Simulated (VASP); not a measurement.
# GaF (Immm) in VASP: reference runs

Reference runs on GaF: the cell as given.

All numbers are computed with VASP 6.6.1; they aren't measurements. Logs are shortened: lines on timing, memory, paths and dates and some standing lists are left out, and cuts for length are marked.

## Step 1: The crystal as given

It takes space group Immm (No. 71, orthorhombic). Conventional cell: a = 3.494 Å, b = 4.988 Å, c = 5.906 Å, α = 90.00°, β = 90.00°, γ = 90.00°. Ga (site symmetry mm2) has 6 F at 2.35 to 2.40 Å as nearest neighbours. F (site symmetry m2m) has 1 F at 1.27 Å as nearest neighbours.

The cell was built by a generator and needn't be a form met in nature.

## Step 2: Single point, PBE

INCAR

```
SYSTEM = GaF
PREC = Accurate
ENCUT = 520
EDIFF = 1E-7
ISMEAR = -1
SIGMA = 0.05
LREAL = .False.
LASPH = .True.
NELM = 80
ALGO = Normal
ISIF = 2
LWAVE = .False.
LCHARG = .False.
GGA = PE
NBANDS = 28
```

KPOINTS

```
Automatic mesh
0
Gamma
  9 9 9
  0 0 0
```

POSCAR

```
GaF
1.0
   -1.7471837800      2.4941550300      2.9531248400
    1.7471837800     -2.4941550300      2.9531248400
    1.7471837800      2.4941550300     -2.9531248400
Ga F
2 2
Direct
    0.2562639300      0.2562639300      0.0000000000
    0.7437360700      0.7437360700      0.0000000000
    0.6268826700      0.0000000000      0.6268826700
    0.3731173300      0.0000000000      0.3731173300
```

Potentials or basis: VASP PAW PBE potentials, release 64 (Ga_d, F).

Run with:

```
> cat potpaw_PBE.64/Ga_d/POTCAR potpaw_PBE.64/F/POTCAR > POTCAR
> mpirun -np 1 vasp_std > vasp.out
```

OUTCAR:

```text
SYSTEM = GaF
   PREC = Accurate
   ENCUT = 520
   EDIFF = 1E-7
   ISMEAR = -1
   LREAL = .False.
   LASPH = .True.
   NELM = 80
   ISIF = 2
   GGA = PE

 ion  position               nearest neighbor table
   1  0.256  0.256  0.000-   3 2.35   4 2.35   3 2.35   4 2.35   4 2.40   3 2.40   2 2.88
   2  0.744  0.744  0.000-   3 2.35   4 2.35   3 2.35   4 2.35   3 2.40   4 2.40   1 2.88
   3  0.627  0.000  0.627-   4 1.27   1 2.35   2 2.35   2 2.35   1 2.35   2 2.40   1 2.40
   4  0.373  0.000  0.373-   3 1.27   1 2.35   2 2.35   2 2.35   1 2.35   1 2.40   2 2.40

  LATTYP: Found a body centered orthorhombic cell.
 ALAT       =     3.4943675600
 B/A-ratio  =     1.4275287228
 C/A-ratio  =     1.6902199264

  Lattice vectors:

 A1 = (  -1.7471837800,   2.4941550300,   2.9531248400)
 A2 = (   1.7471837800,  -2.4941550300,   2.9531248400)
 A3 = (   1.7471837800,   2.4941550300,  -2.9531248400)

Analysis of symmetry for initial positions (statically):
=====================================================================
 Subroutine PRICEL returns:
 Original cell was already a primitive cell.

 Routine SETGRP: Setting up the symmetry group for a
 body centered orthorhombic supercell.

 Subroutine GETGRP returns: Found  8 space group operations
 (whereof  8 operations were pure point group operations)
 out of a pool of  8 trial point group operations.

The static configuration has the point symmetry D_2h.

Analysis of symmetry for dynamics (positions and initial velocities):
=====================================================================
 Subroutine PRICEL returns:
 Original cell was already a primitive cell.

 Routine SETGRP: Setting up the symmetry group for a
 body centered orthorhombic supercell.

 Subroutine GETGRP returns: Found  8 space group operations
 (whereof  8 operations were pure point group operations)
 out of a pool of  8 trial point group operations.

The dynamic configuration has the point symmetry D_2h.

 Subroutine INISYM returns: Found  8 space group operations
 (whereof  8 operations are pure point group operations),
 and found     1 'primitive' translations

----------------------------------------------------------------------------------------

                                     Primitive cell

  volume of cell :      51.4759

  direct lattice vectors                    reciprocal lattice vectors
[... 85 lines left out ...]
   ISPIN  =      1    spin polarized calculation?
   LNONCOLLINEAR =      F non collinear calculations
   LSORBIT =      F    spin-orbit coupling
   LASPH  =      T    aspherical Exc in radial PAW
   ENCUT  =  520.0 eV  38.22 Ry    6.18 a.u.   7.89  7.89  7.89*2*pi/ulx,y,z
   NELM   =     80;   NELMIN=  2; NELMDL= -5     # of ELM steps
   EDIFF  = 0.1E-06   stopping-criterion for ELM
   LREAL  =      F    real-space projection
   EDIFFG = 0.1E-05   stopping-criterion for IOM
   NSW    =      0    number of steps for IOM
   IBRION =     -1    ionic relax: 0-MD 1-quasi-New 2-CG
   NFREE  =      0    steps in history (QN), initial steepest desc. (CG)
   ISIF   =      2    stress and relaxation
   ISYM   =      2    0-nonsym 1-usesym 2-fastsym
   POTIM  = 0.5000    time-step for ionic-motion
   TEBEG  =    0.0;   TEEND  =   0.0 temperature during run
   PSTRESS=    0.0 pullay stress
   NELECT =      40.0000    total number of electrons
   NUPDOWN=      -1.0000    fix difference up-down
   EMIN   =  10.00;   EMAX   =-10.00  energy-range for DOS
   EFERMI =   0.00;   METHOD = LEGACY
   ISMEAR =    -1;   SIGMA  =   0.05  broadening in eV -4-tet -1-fermi 0-gaus
   EFERMI_NEDOS =   21; number of points for ismear=-14 and -15
   IALGO  =     38    algorithm
   IMIX   =      4    mixing-type and parameters
     AMIX     =   0.40;   BMIX     =  1.00
     AMIX_MAG =   1.60;   BMIX_MAG =  1.00
  volume/ion in A,a.u.               =      12.87        86.84
  Fermi-wavevector in a.u.,A,eV,Ry     =   1.505082  2.844193 30.820902  2.265272
  Thomas-Fermi vector in A             =   2.615977
   LORBIT       =      0    0 simple, 1 ext, 2 COOP (PROOUT), +10 PAW based schemes
   GGA     = PE    functional components
   LHFCALC =     F    Hartree Fock is set to
   AEXX    =    0.0000 exact exchange contribution
   IVDW    =     0    specifies the selected vdW correction
   LEPSILON=     F    determine dielectric tensor
   LRPA    =     F    only Hartree local field effects (RPA)
 non-spin polarized calculation
  energy-cutoff  :      520.00
  volume of cell :       51.48
 maximum number of plane-waves:      1415
   NGX = 15   NGY = 15   NGZ = 15

 number of electron      40.0000001 magnetization

 Free energy of the ion-electron system (eV)
  ---------------------------------------------------
  ext. energy  EPLUGINS =         0.00000000
  ---------------------------------------------------
  free energy    TOTEN  =        -3.23447713 eV

  energy without entropy =       -3.22104962  energy(sigma->0) =       -3.22776338

 E-fermi :   6.5016     XC(G=0): -11.1728

 val. band max:        6.4989037467   @ k =   0.4444  -0.1111   0.1111
 cond. band min:       6.5033978667   @ k =   0.2222   0.3333   0.1111
 fundamental gap:      0.0044941201
 Fermi energy:         6.5015669210

 k-point     1 :       0.0000    0.0000    0.0000
  band No.  band energies     occupation
      1     -27.1128      2.00000
      2     -17.7426      2.00000
      3      -9.2382      2.00000
      4      -9.1961      2.00000
      5      -9.1487      2.00000
      6      -9.1036      2.00000
[... 733 lines left out ...]
     27      16.6755      0.00000
     28      17.7897      0.00000

 [... further k-points ...]
[... 5 lines left out ...]
  --------------------------------------------------------------------------------------
  -------------------------------------------------------------------------------------
  Total       13.1504432     39.6217488     12.0259858     -0.0000000      0.0000000      0.0000000
  in kB      409.3050860   1233.2195206    374.3065579     -0.0000000      0.0000000      0.0000000
  external PRESSURE =     672.2770548 kB  Pullay stress =       0.0000000 kB

 VOLUME and BASIS-vectors are now :
 -----------------------------------------------------------------------------
  energy-cutoff  :      520.00
  volume of cell :       51.48
      direct lattice vectors                 reciprocal lattice vectors
    -1.747183780  2.494155030  2.953124840     0.000000000  0.200468693  0.169312178
     1.747183780 -2.494155030  2.953124840     0.286174818  0.000000000  0.169312178
     1.747183780  2.494155030 -2.953124840     0.286174818  0.200468693  0.000000000

 POSITION                                       TOTAL-FORCE (eV/Angst)
 -----------------------------------------------------------------------------------
      0.00000      0.00000      1.51356        -0.000000     -0.000000     -1.984812
      0.00000      0.00000      4.39269         0.000000     -0.000000      1.984812
      0.00000      3.12709      0.00000        -0.000000     25.042783     -0.000000
      0.00000      1.86122      0.00000         0.000000    -25.042783     -0.000000
 -----------------------------------------------------------------------------------
    total drift:                               -0.000000     -0.000000      0.000000

  FREE ENERGIE OF THE ION-ELECTRON SYSTEM (eV)
  ---------------------------------------------------
  free  energy   TOTEN  =        -3.2344771317 eV

  energy  without entropy=       -3.2210496246  energy(sigma->0) =       -3.22776338
```

stdout:

```text
POSCAR found type information on POSCAR GaF
 POSCAR found :  2 types and       4 ions
 scaLAPACK will be used
 LDA part: xc-table for (Slater+PW92), standard interpolation
 POSCAR, INCAR and KPOINTS ok, starting setup
 FFT: planning ... GRIDC
 FFT: planning ... GRID_SOFT
 FFT: planning ... GRID
 WAVECAR not read
 entering main loop
```

It took 2.5 min on 1 thread of Intel Xeon Platinum 8488C (Sapphire Rapids), shared host; peak memory 0.28 GiB.

What came out:

```
Free energy            : -3.2345 eV
Pressure               : 67.2 GPa
Largest force          : 25.043 eV/Å
Band gap on the k mesh : none (metal or under the smearing width)
```

Forces on the atoms (eV/Å):
```
Ga    0.000   0.000  -1.985
Ga    0.000   0.000   1.985
F     0.000  25.043   0.000
F     0.000 -25.043   0.000
```

Levels at points of the mesh, in eV from the Fermi level:
```tsv
k point	band 18	band 19	band 20	band 21	band 22	band 23
(0.00, 0.00, 0.00)	-6.34	-1.11	0.09	0.43	1.71	3.39
```

Caveat: a pressure of tens of GPa on the cell as given is suspect, and the run, the potentials or the cell itself is likely at fault; forces of over 1 eV/Å show positions far from the minimum, so gaps and moduli don't describe the material at rest.
